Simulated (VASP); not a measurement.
LiMgBN2, 5 atoms in the cell. The structure is tetragonal, space group I-4m2 (No. 119). The conventional cell has a = 3.872 Å, b = 3.872 Å, c = 8.648 Å, α = 90.00°, β = 90.00°, γ = 90.00°. Li (site symmetry -4m2) has 4 N at 2.12 Å as nearest neighbours. Mg (site symmetry -4m2) has 4 N at 2.12 Å as nearest neighbours. B (site symmetry -4m2) is surrounded by 2 N at 1.31 Å. N (site symmetry 2mm) is surrounded by 1 B at 1.31 Å. The cell comes from a database or a generator and needn't be the stable form of this composition.

* Program: VASP 6.6.1
* Task: single point
* Functional: PBE
* Potentials or basis: VASP PAW PBE potentials, release 64 (Li_sv, Mg, B, N)
* Cutoff: 520 eV
* k mesh: 10 × 10 × 10
* Occupations: gaussian, width 0.05 eV
* Spin: no spin polarisation
* Dipole correction: no
* Further INCAR settings: ALGO = Normal; EDIFF = 1e-07; NBANDS = 17

Potentials or basis: VASP PAW PBE potentials, release 64 (Li_sv, Mg, B, N).

Run with:

```sh
$ cat potpaw_PBE.64/Li_sv/POTCAR potpaw_PBE.64/Mg/POTCAR potpaw_PBE.64/B/POTCAR potpaw_PBE.64/N/POTCAR > POTCAR
$ mpirun -np 1 vasp_std > vasp.out
```

Hardware: 1 thread of Intel(R) Xeon(R) 6975P-C (Granite Rapids) (shared host).

Task: Estimate the wall time of this run.

Result: Wall time 110 s on 1 thread of Intel(R) Xeon(R) 6975P-C (Granite Rapids), with other jobs on the host, peak memory 0.32 GiB. Counts: scf iterations 16, k points 102.
